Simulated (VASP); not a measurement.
Method: LDA (Ceperley-Alder, Perdew-Zunger), VASP's LDA PAW potentials (set 64) (plane waves; VASP).

VASP ran on this input.

INCAR:
```
# general
SYSTEM = BP
PREC   = Accurate
ENCUT  = 400
LREAL  = F
LASPH  = T

# electronic loop
EDIFF  = 1E-6
NELM   = 100
ALGO   = Normal

# smearing
ISMEAR = -1
SIGMA  = 0.01

# ions
ISIF   = 2

# output
LWAVE  = F
LCHARG = F
```

### POSCAR
```
BP
1
    0.0000000000     2.2700000000     2.2700000000
    2.2700000000     0.0000000000     2.2700000000
    2.2700000000     2.2700000000     0.0000000000
B P
1 1
Direct
  0.0000000000   0.0000000000   0.0000000000
  0.2500000000   0.2500000000   0.2500000000
```

KPOINTS:
```
Automatic mesh
0
Gamma
10 10 10
0 0 0
```

POTCAR, in this order: B P (LDA.64 set). Program: vasp_std.

What VASP printed:

**OUTCAR**
```
 ion  position               nearest neighbor table
   1  0.000  0.000  0.000-   2 1.97   2 1.97   2 1.97   2 1.97
   2  0.250  0.250  0.250-   1 1.97   1 1.97   1 1.97   1 1.97
  LATTYP: Found a face centered cubic cell.
 ALAT       =     4.5400000000
 Subroutine PRICEL returns:
 Original cell was already a primitive cell.
 Subroutine GETGRP returns: Found 24 space group operations
The static configuration has the point symmetry T_d .
The dynamic configuration has the point symmetry T_d .
 Subroutine INISYM returns: Found 24 space group operations
 Subroutine IBZKPT returns following result:
 Found     47 irreducible k-points:

 Following reciprocal coordinates:
            Coordinates               Weight
  0.000000  0.000000  0.000000      1.000000
  0.100000  0.000000  0.000000      8.000000
  0.200000  0.000000  0.000000      8.000000
  0.300000  0.000000  0.000000      8.000000
  0.400000  0.000000  0.000000      8.000000
  0.500000  0.000000  0.000000      4.000000
  0.100000  0.100000  0.000000      6.000000
  0.200000  0.100000  0.000000     24.000000
  0.300000  0.100000  0.000000     24.000000
...
```

**OSZICAR**
```
       N       E                     dE             d eps       ncg     rms          rms(c)
DAV:   1     0.339776254466E+01    0.33978E+01   -0.35710E+03   760   0.726E+02
DAV:   2    -0.150138555366E+02   -0.18412E+02   -0.17881E+02  1184   0.975E+01
DAV:   3    -0.152069413589E+02   -0.19309E+00   -0.19309E+00   928   0.129E+01
DAV:   4    -0.152072845625E+02   -0.34320E-03   -0.34320E-03  1224   0.540E-01
DAV:   5    -0.152072846453E+02   -0.82749E-07   -0.82746E-07   960   0.823E-03    0.732E+00
DAV:   6    -0.145101209253E+02    0.69716E+00   -0.18961E+00   776   0.737E+00    0.392E+00
DAV:   7    -0.143985688268E+02    0.11155E+00   -0.28075E-01  1136   0.321E+00    0.124E+00
DAV:   8    -0.143855607759E+02    0.13008E-01   -0.35169E-02   872   0.118E+00    0.242E-01
DAV:   9    -0.143855689090E+02   -0.81331E-05   -0.55480E-04  1096   0.210E-01    0.149E-01
DAV:  10    -0.143855633889E+02    0.55201E-05   -0.12941E-04   792   0.796E-02    0.255E-02
DAV:  11    -0.143855659581E+02   -0.25692E-05   -0.51928E-06  1120   0.165E-02    0.350E-02
DAV:  12    -0.143855655762E+02    0.38185E-06   -0.16443E-06   408   0.712E-03
   1 F= -.14385566E+02 E0= -.14385566E+02  d E =-.905546E-12
```

OUTCAR:
```
------------------------ aborting loop because EDIFF is reached ----------------------------------------
  FORCE on cell =-STRESS in cart. coord.  units (eV):
  Direction    XX          YY          ZZ          XY          YZ          ZX
  --------------------------------------------------------------------------------------
  Total       -0.8034259     -0.8034259     -0.8034259     -0.0000000      0.0000000      0.0000000
  in kB      -55.0235831    -55.0235831    -55.0235831     -0.0000000      0.0000000      0.0000000
  external PRESSURE =     -55.0235831 kB  Pullay stress =       0.0000000 kB
  volume of cell :       23.39
      direct lattice vectors                 reciprocal lattice vectors
     0.000000000  2.270000000  2.270000000    -0.220264317  0.220264317  0.220264317
     2.270000000  0.000000000  2.270000000     0.220264317 -0.220264317  0.220264317
     2.270000000  2.270000000  0.000000000     0.220264317  0.220264317 -0.220264317
  FREE ENERGIE OF THE ION-ELECTRON SYSTEM (eV)
  ---------------------------------------------------
  free  energy   TOTEN  =       -14.3855655762 eV

  energy  without entropy=      -14.3855655762  energy(sigma->0) =      -14.38556558
```
(Selected blocks of OUTCAR.)

At this cut-off the stress carries a Pulay error, which pulls relaxed volumes low.

The structure is a typed BP crystal. The cell was not relaxed at this level.
